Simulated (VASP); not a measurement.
# LiMgBN2 (I-4m2) in VASP: further runs

Runs on LiMgBN2. Level: PBE. Tasks: single point.

Everything below comes from runs of VASP 6.6.1. Logs are shortened: lines on timing, memory, paths and dates and some standing lists are left out, and cuts for length are marked.

## Step 1: The cell of the first run

The structure is tetragonal, space group I-4m2 (No. 119). Conventional cell: a = 3.972 Å, b = 3.972 Å, c = 9.598 Å, α = 90.00°, β = 90.00°, γ = 90.00°. Li (site symmetry -4m2) is surrounded by 4 N at 2.20 Å. Around Mg (site symmetry -4m2) lie 4 N at 2.20 Å. B (site symmetry -4m2) has 2 N at 1.45 Å as nearest neighbours. Around N (site symmetry 2mm) lie 1 B at 1.45 Å.

The cell comes from a database or a generator and needn't be the stable form of this composition.

## Step 2: Single point, PBE (strain +0.040 along x and y, +0.080 along z, atoms carried along)

Input file INCAR:

```
ALGO     = Normal         # electronic algorithm
EDIFF    = 1E-6           # SCF threshold, eV
ENCUT    = 520            # plane-wave cutoff, eV
GGA      = PE             # functional
ISIF     = 2              # what is computed and relaxed
ISMEAR   = 0              # smearing method
LASPH    = True           # aspherical terms in the spheres
LCHARG   = False          # write CHGCAR
LREAL    = False          # projectors in reciprocal space
LWAVE    = False          # write WAVECAR
NBANDS   = 17             # bands
NELM     = 100            # most SCF steps
PREC     = Accurate       # precision mode
SIGMA    = 0.05           # smearing width, eV
```

Input file KPOINTS:

```
k-points
0
Gamma
  8 8 8
```

Input file POSCAR:

```
LiMgBN2
1.0
   -1.9860422400      1.9860422400      4.7990037600
    1.9860422400     -1.9860422400      4.7990037600
    1.9860422400      1.9860422400     -4.7990037600
Li Mg B N
1 1 1 2
Direct
    0.2500000000      0.7500000000      0.5000000000
    0.7500000000      0.2500000000      0.5000000000
    0.5000000000      0.5000000000      0.0000000000
    0.6512635000      0.6512635000      0.0000000000
    0.3487365000      0.3487365000      0.0000000000
```

Potentials or basis: VASP PAW PBE potentials, release 64 (Li_sv, Mg, B, N).

The run is started by

```console
cat potpaw_PBE.64/Li_sv/POTCAR potpaw_PBE.64/Mg/POTCAR potpaw_PBE.64/B/POTCAR potpaw_PBE.64/N/POTCAR > POTCAR
mpirun -np 1 vasp_std > vasp.out
```

OUTCAR:

```text
EDIFF = 1E-6
   ENCUT = 520
   GGA = PE
   ISIF = 2
   ISMEAR = 0
   LASPH = True
   LREAL = False
   NELM = 100
   PREC = Accurate

 ion  position               nearest neighbor table
   1  0.250  0.750  0.500-   2 2.81   2 2.81   2 2.81   2 2.81
   2  0.750  0.250  0.500-   5 2.20   4 2.20   5 2.20   4 2.20   1 2.81   1 2.81   1 2.81   1 2.81

   3  0.500  0.500  0.000-   4 1.45   5 1.45
   4  0.651  0.651  0.000-   3 1.45   2 2.20   2 2.20
   5  0.349  0.349  0.000-   3 1.45   2 2.20   2 2.20

  LATTYP: Found a body centered tetragonal cell.
 ALAT       =     3.9720844800
 C/A-ratio  =     2.4163654042

  Lattice vectors:

 A1 = (  -1.9860422400,   1.9860422400,   4.7990037600)
 A2 = (   1.9860422400,  -1.9860422400,   4.7990037600)
 A3 = (   1.9860422400,   1.9860422400,  -4.7990037600)

Analysis of symmetry for initial positions (statically):
=====================================================================
 Subroutine PRICEL returns:
 Original cell was already a primitive cell.

 Routine SETGRP: Setting up the symmetry group for a
 body centered tetragonal supercell.

 Subroutine GETGRP returns: Found  8 space group operations
 (whereof  8 operations were pure point group operations)
 out of a pool of 16 trial point group operations.

The static configuration has the point symmetry D_2d.

Analysis of symmetry for dynamics (positions and initial velocities):
=====================================================================
 Subroutine PRICEL returns:
 Original cell was already a primitive cell.

 Routine SETGRP: Setting up the symmetry group for a
 body centered tetragonal supercell.

 Subroutine GETGRP returns: Found  8 space group operations
 (whereof  8 operations were pure point group operations)
 out of a pool of 16 trial point group operations.

The dynamic configuration has the point symmetry D_2d.

 Subroutine INISYM returns: Found  8 space group operations
 (whereof  8 operations are pure point group operations),
 and found     1 'primitive' translations

----------------------------------------------------------------------------------------

                                     Primitive cell

  volume of cell :      75.7161

  direct lattice vectors                    reciprocal lattice vectors
    -1.986042240  1.986042240  4.799003760     0.000000000  0.251756982  0.104188291
     1.986042240 -1.986042240  4.799003760     0.251756982  0.000000000  0.104188291
     1.986042240  1.986042240 -4.799003760     0.251756982  0.251756982  0.000000000
[... 96 lines left out ...]
   ISIF   =      2    stress and relaxation
   ISYM   =      2    0-nonsym 1-usesym 2-fastsym
   POTIM  = 0.5000    time-step for ionic-motion
   TEBEG  =    0.0;   TEEND  =   0.0 temperature during run
   PSTRESS=    0.0 pullay stress
   NELECT =      18.0000    total number of electrons
   NUPDOWN=      -1.0000    fix difference up-down
   EMIN   =  10.00;   EMAX   =-10.00  energy-range for DOS
   EFERMI =   0.00;   METHOD = LEGACY
   ISMEAR =     0;   SIGMA  =   0.05  broadening in eV -4-tet -1-fermi 0-gaus
   EFERMI_NEDOS =   21; number of points for ismear=-14 and -15
   IALGO  =     38    algorithm
   IMIX   =      4    mixing-type and parameters
     AMIX     =   0.40;   BMIX     =  1.00
     AMIX_MAG =   1.60;   BMIX_MAG =  1.00
  volume/ion in A,a.u.               =      15.14       102.19
  Fermi-wavevector in a.u.,A,eV,Ry     =   1.014152  1.916469 13.993646  1.028504
  Thomas-Fermi vector in A             =   2.147363
   LORBIT       =      0    0 simple, 1 ext, 2 COOP (PROOUT), +10 PAW based schemes
   GGA     = PE    functional components
   LHFCALC =     F    Hartree Fock is set to
   AEXX    =    0.0000 exact exchange contribution
   IVDW    =     0    specifies the selected vdW correction
   LEPSILON=     F    determine dielectric tensor
   LRPA    =     F    only Hartree local field effects (RPA)
 non-spin polarized calculation
 Gauss-broadening in eV      SIGMA  =   0.05
  energy-cutoff  :      520.00
  volume of cell :       75.72
 maximum number of plane-waves:      2081
 NGX is ok and might be reduce to    42
   NGX = 21   NGY = 21   NGZ = 21

 number of electron      18.0000004 magnetization

 Free energy of the ion-electron system (eV)
  ---------------------------------------------------
  ext. energy  EPLUGINS =         0.00000000
  ---------------------------------------------------
  free energy    TOTEN  =       -30.83060465 eV

  energy without entropy =      -30.83060465  energy(sigma->0) =      -30.83060465

 E-fermi :   0.4417     XC(G=0):  -7.9940

 val. band max:        0.2127641052   @ k =   0.5000   0.5000   0.5000
 cond. band min:       2.4072842948   @ k =   0.0000   0.0000   0.0000
 fundamental gap:      2.1945201896
 Fermi energy:         0.4417261841

 k-point     1 :       0.0000    0.0000    0.0000
  band No.  band energies     occupation
      1     -43.7367      2.00000
      2     -13.5178      2.00000
      3     -12.6295      2.00000
      4      -4.5362      2.00000
      5      -2.2238      2.00000
      6      -1.4984      2.00000
[... 457 lines left out ...]
      4      -4.0652      2.00000
      5      -3.3687      2.00000
      6      -2.4408      2.00000
[... 9 lines left out ...]
     16       9.9039      0.00000
     17      10.9630      0.00000

 [... further k-points ...]

------------------------ aborting loop because EDIFF is reached ----------------------------------------

  FORCE on cell =-STRESS in cart. coord.  units (eV):
  Direction    XX          YY          ZZ          XY          YZ          ZX
  --------------------------------------------------------------------------------------
  -------------------------------------------------------------------------------------
  Total       -3.1410846     -3.1410846    -14.3351262      0.0000000      0.0000000      0.0000000
  in kB      -66.4664030    -66.4664030   -303.3360718      0.0000000      0.0000000      0.0000000
  external PRESSURE =    -145.4229593 kB  Pullay stress =       0.0000000 kB

 VOLUME and BASIS-vectors are now :
 -----------------------------------------------------------------------------
  energy-cutoff  :      520.00
  volume of cell :       75.72
      direct lattice vectors                 reciprocal lattice vectors
    -1.986042240  1.986042240  4.799003760     0.000000000  0.251756982  0.104188291
     1.986042240 -1.986042240  4.799003760     0.251756982  0.000000000  0.104188291
     1.986042240  1.986042240 -4.799003760     0.251756982  0.251756982  0.000000000

 POSITION                                       TOTAL-FORCE (eV/Angst)
 -----------------------------------------------------------------------------------
      1.98604     -0.00000      2.39950        -0.000000      0.000000      0.000000
     -0.00000      1.98604      2.39950        -0.000000      0.000000      0.000000
      0.00000      0.00000      4.79900        -0.000000      0.000000      0.000000
      0.00000      0.00000      6.25083         0.000000     -0.000000     -3.227686
      0.00000      0.00000      3.34718         0.000000     -0.000000      3.227686
 -----------------------------------------------------------------------------------
    total drift:                                0.000000     -0.000000      0.000000

  FREE ENERGIE OF THE ION-ELECTRON SYSTEM (eV)
  ---------------------------------------------------
  free  energy   TOTEN  =       -30.8306046454 eV

  energy  without entropy=      -30.8306046454  energy(sigma->0) =      -30.83060465
```

It took 94 s on 1 thread of Intel Xeon Platinum 8488C (Sapphire Rapids), shared host; peak memory 0.3 GiB.

What came out:

```yaml
Free_energy: -30.8306 eV
Largest_force: 3.228 eV/Å
Band_gap_on_the_k_mesh: 2.19 eV, indirect (least direct gap 3.26 eV)
```

Forces on the atoms (eV/Å):
```
Li   0.000  0.000  0.000
Mg   0.000  0.000  0.000
B    0.000  0.000  0.000
N    0.000  0.000 -3.228
N    0.000  0.000  3.228
```

Caveat: the cutoff is under 1.25 times the usual one of these potentials, so pressure, stress and relaxed cells hold a basis-set (Pulay) error; forces of over 1 eV/Å show positions far from the minimum, so gaps and moduli don't describe the material at rest. A k mesh can miss the band edges.

## Step 3: Single point, PBE (strain +0.080 along x and y, +0.000 along z, atoms carried along)

Input file INCAR:

```
SYSTEM = LiMgBN2
PREC = Accurate ; ENCUT = 520
EDIFF = 1E-6 ; ISMEAR = 0
SIGMA = 0.05 ; LREAL = .False.
LASPH = .True. ; NELM = 100
ALGO = Normal ; ISIF = 2
LWAVE = .False. ; LCHARG = .True.
GGA = PE ; LELF = .True.
LVHAR = .True. ; NBANDS = 17
```

Input file KPOINTS:

```
regular mesh
0
Gamma
  8 8 8
  0 0 0
```

Changes to POSCAR since step 2:

```diff
@@ -2,5 +2,5 @@
 1.0
-   -1.9860422400      1.9860422400      4.7990037600
-    1.9860422400     -1.9860422400      4.7990037600
-    1.9860422400      1.9860422400     -4.7990037600
+   -2.0624284800      2.0624284800      4.4435220000
+    2.0624284800     -2.0624284800      4.4435220000
+    2.0624284800      2.0624284800     -4.4435220000
 Li Mg B N
```

Potentials or basis: VASP PAW PBE potentials, release 64 (Li_sv, Mg, B, N).

The run is started by

```console
cat potpaw_PBE.64/Li_sv/POTCAR potpaw_PBE.64/Mg/POTCAR potpaw_PBE.64/B/POTCAR potpaw_PBE.64/N/POTCAR > POTCAR
mpirun -np 1 vasp_std > vasp.out
```

Wall time 90 s (1 thread of Intel Xeon Platinum 8488C (Sapphire Rapids), shared host); peak memory 0.28 GiB.

Results (log left out):

```yaml
Free_energy: -31.1449 eV
Largest_force: 0.932 eV/Å
Band_gap_on_the_k_mesh: 2.08 eV, indirect (least direct gap 3.17 eV)
```

Forces on the atoms (eV/Å):
```
Li   0.000  0.000  0.000
Mg   0.000  0.000  0.000
B    0.000  0.000  0.000
N    0.000  0.000  0.932
N    0.000  0.000 -0.932
```

Levels at points of the mesh, in eV from the valence-band top:
| k point | band 5 | band 6 | band 7 | band 8 | band 9 | band 10 | band 11 | band 12 | band 13 | band 14 |
| --- | --- | --- | --- | --- | --- | --- | --- | --- | --- | --- |
| (0.00, 0.00, 0.00) | -2.38 | -2.19 | -2.19 | -1.23 | -1.23 | 2.08 | 5.95 | 7.50 | 7.52 | 7.52 |
| (0.50, 0.00, 0.00) | -3.78 | -2.44 | -2.44 | -0.96 | -0.59 | 4.60 | 5.29 | 6.79 | 6.82 | 8.13 |
| (0.50, 0.50, 0.00) | -3.77 | -3.01 | -2.79 | -1.72 | -0.26 | 4.84 | 5.72 | 6.35 | 7.43 | 7.94 |
| (0.50, 0.50, 0.50) | -3.48 | -2.89 | -2.89 | 0.00 | 0.00 | 3.17 | 5.16 | 6.38 | 6.38 | 7.61 |

Caveat: the cutoff is under 1.25 times the usual one of these potentials, so pressure, stress and relaxed cells hold a basis-set (Pulay) error. A k mesh can miss the band edges.

## Step 4: Single point, PBE (strain -0.080 along x and y, -0.080 along z, atoms carried along)

Input file INCAR:

```
PREC     = Accurate       # precision mode
ENCUT    = 520            # plane-wave cutoff, eV
EDIFF    = 1E-6           # SCF threshold, eV
ISMEAR   = 0              # smearing method
SIGMA    = 0.05           # smearing width, eV
LREAL    = False          # projectors in reciprocal space
LASPH    = True           # aspherical terms in the spheres
NELM     = 100            # most SCF steps
ALGO     = Normal         # electronic algorithm
ISIF     = 2              # what is computed and relaxed
LWAVE    = False          # write WAVECAR
LCHARG   = False          # write CHGCAR
GGA      = PE             # functional
NBANDS   = 17             # bands
```

Input file KPOINTS:

```
regular mesh
0
Gamma
  8 8 8
```

Changes to POSCAR since step 3:

```diff
@@ -2,5 +2,5 @@
 1.0
-   -2.0624284800      2.0624284800      4.4435220000
-    2.0624284800     -2.0624284800      4.4435220000
-    2.0624284800      2.0624284800     -4.4435220000
+   -1.7568835200      1.7568835200      4.0880402400
+    1.7568835200     -1.7568835200      4.0880402400
+    1.7568835200      1.7568835200     -4.0880402400
 Li Mg B N
```

The run is started by

```console
cat potpaw_PBE.64/Li_sv/POTCAR potpaw_PBE.64/Mg/POTCAR potpaw_PBE.64/B/POTCAR potpaw_PBE.64/N/POTCAR > POTCAR
mpirun -np 1 vasp_std > vasp.out
```

It took 68 s on 1 thread of Intel Xeon Platinum 8488C (Sapphire Rapids), shared host; peak memory 0.23 GiB.

It converged, with:

```yaml
Free_energy: -30.0480 eV
Largest_force: 5.473 eV/Å
Band_gap_on_the_k_mesh: 3.25 eV, indirect (least direct gap 3.91 eV)
```

Forces on the atoms (eV/Å):
```
Li   0.000  0.000  0.000
Mg   0.000  0.000  0.000
B    0.000  0.000  0.000
N    0.000  0.000  5.473
N    0.000  0.000 -5.473
```

Levels at points of the mesh, in eV from the valence-band top:
| k point | band 6 | band 7 | band 8 | band 9 | band 10 | band 11 | band 12 | band 13 |
| --- | --- | --- | --- | --- | --- | --- | --- | --- |
| (0.00, 0.00, 0.00) | -2.61 | -2.61 | -1.69 | -1.69 | 3.25 | 6.72 | 9.15 | 9.41 |
| (0.50, 0.00, 0.00) | -2.93 | -2.91 | -1.17 | -0.78 | 6.14 | 6.70 | 8.33 | 9.29 |
| (0.50, 0.50, 0.00) | -3.74 | -3.66 | -2.25 | -0.58 | 5.41 | 6.59 | 7.88 | 8.88 |
| (0.50, 0.50, 0.50) | -3.58 | -3.58 | 0.00 | 0.00 | 3.91 | 7.72 | 7.72 | 8.10 |

Caveat: the cutoff is under 1.25 times the usual one of these potentials, so pressure, stress and relaxed cells hold a basis-set (Pulay) error; forces of over 1 eV/Å show positions far from the minimum, so gaps and moduli don't describe the material at rest. A k mesh can miss the band edges.

## Step 5: Single point, PBE (strain -0.040 along x and y, +0.000 along z, atoms carried along)

Input file INCAR:

```
SYSTEM = LiMgBN2
PREC = Accurate ; ENCUT = 520
EDIFF = 1E-6 ; ISMEAR = 0
SIGMA = 0.05 ; LREAL = .FALSE.
LASPH = .TRUE. ; NELM = 100
ALGO = Normal ; ISIF = 2
LWAVE = .FALSE. ; LCHARG = .TRUE.
GGA = PE ; LELF = .TRUE.
LVHAR = .TRUE. ; NBANDS = 17
```

Input file KPOINTS:

```
regular mesh
0
G
  8 8 8
  0 0 0
```

Changes to POSCAR since step 4:

```diff
@@ -2,5 +2,5 @@
 1.0
-   -1.7568835200      1.7568835200      4.0880402400
-    1.7568835200     -1.7568835200      4.0880402400
-    1.7568835200      1.7568835200     -4.0880402400
+   -1.8332697600      1.8332697600      4.4435220000
+    1.8332697600     -1.8332697600      4.4435220000
+    1.8332697600      1.8332697600     -4.4435220000
 Li Mg B N
```

The run is started by

```console
cat potpaw_PBE.64/Li_sv/POTCAR potpaw_PBE.64/Mg/POTCAR potpaw_PBE.64/B/POTCAR potpaw_PBE.64/N/POTCAR > POTCAR
mpirun -np 1 vasp_std > vasp.out
```

It took 81 s on 1 thread of Intel Xeon Platinum 8488C (Sapphire Rapids), shared host; peak memory 0.27 GiB.

Results (log left out):

```yaml
Free_energy: -31.4466 eV
Largest_force: 0.632 eV/Å
Band_gap_on_the_k_mesh: 2.86 eV, indirect (least direct gap 3.74 eV)
```

Forces in eV/Å, atoms in the order of the input:
```
Li   0.000  0.000  0.000
Mg   0.000  0.000  0.000
B    0.000  0.000  0.000
N    0.000  0.000 -0.632
N    0.000  0.000  0.632
```

Levels at points of the mesh, in eV from the valence-band top:
```csv
k point,band 6,band 7,band 8,band 9,band 10,band 11,band 12,band 13
"(0.00, 0.00, 0.00)",-2.07,-2.07,-1.41,-1.41,2.86,6.11,8.01,8.01
"(0.50, 0.00, 0.00)",-2.70,-2.31,-1.23,-0.64,5.46,6.14,7.25,8.23
"(0.50, 0.50, 0.00)",-3.43,-3.07,-2.02,-0.57,5.20,5.60,6.81,7.89
"(0.50, 0.50, 0.50)",-2.91,-2.91,0.00,0.00,3.74,6.66,6.66,6.92
```

Caveat: the cutoff is under 1.25 times the usual one of these potentials, so pressure, stress and relaxed cells hold a basis-set (Pulay) error.

## Step 6: The runs side by side

```tsv
cell	gap on the mesh (eV)	largest force (eV/Å)
strain +0.040 along x and y, +0.080 along z, atoms carried along	2.19	3.23
strain +0.080 along x and y, +0.000 along z, atoms carried along	2.08	0.93
strain -0.080 along x and y, -0.080 along z, atoms carried along	3.25	5.47
strain -0.040 along x and y, +0.000 along z, atoms carried along	2.86	0.63
```

Alike in all rows: task single point; level PBE; potentials or basis VASP PAW PBE potentials, release 64 (Li_sv, Mg, B, N); no spin polarisation; k mesh 8 × 8 × 8; cutoff (eV) 520; smearing gaussian 0.05 eV.

Caveats: the cutoff is under 1.25 times the usual one of these potentials, so pressure, stress and relaxed cells hold a basis-set (Pulay) error; forces of over 1 eV/Å show positions far from the minimum, so gaps and moduli don't describe the material at rest (some runs).

Absolute energies hang on the potentials; compare differences alone.
